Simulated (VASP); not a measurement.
OSZICAR of a VASP run on GaSb (space group F-43m):

File OSZICAR:
```
       N       E                     dE             d eps       ncg     rms          rms(c)
DAV:   1     0.636853270633E+02    0.63685E+02   -0.70110E+03   762   0.129E+03
DAV:   2    -0.293813656698E+01   -0.66623E+02   -0.65250E+02   824   0.252E+02
DAV:   3    -0.723495991647E+01   -0.42968E+01   -0.42844E+01   924   0.614E+01
DAV:   4    -0.730185406816E+01   -0.66894E-01   -0.66886E-01   878   0.863E+00
DAV:   5    -0.730350061953E+01   -0.16466E-02   -0.16465E-02   952   0.118E+00    0.348E+00
DAV:   6    -0.725347786433E+01    0.50023E-01   -0.70757E-02  1084   0.475E+00    0.213E+00
DAV:   7    -0.723720195614E+01    0.16276E-01   -0.51480E-02   864   0.209E+00    0.346E-01
DAV:   8    -0.723812130802E+01   -0.91935E-03   -0.49382E-03   929   0.101E+00    0.959E-02
DAV:   9    -0.723860237152E+01   -0.48106E-03   -0.85320E-04   822   0.241E-01    0.451E-02
DAV:  10    -0.723859851024E+01    0.38613E-05   -0.27617E-05   974   0.426E-02    0.151E-02
DAV:  11    -0.723862436526E+01   -0.25855E-04   -0.41633E-05   814   0.480E-02    0.394E-03
DAV:  12    -0.723862482595E+01   -0.46069E-06   -0.93461E-07   684   0.106E-02
   1 F= -.72386248E+01 E0= -.72386248E+01  d E =-.130611E-13
```

Task: Which electronic solver shows in the log?

Result: It is blocked Davidson (ALGO = Normal, or the opening steps of other solvers). The INCAR had ALGO = Normal.

Task: Can the final energy be trusted as converged?

Result: The run converged. It stopped with EDIFF = 1E-6, NELM = 100 (PBE GGA, plane waves, VASP's PBE PAW potentials (set 64)).

The structure is a typed GaSb crystal (F-43m). The cell was not relaxed at this level, and its volume differs by -5.9 % from the start's.
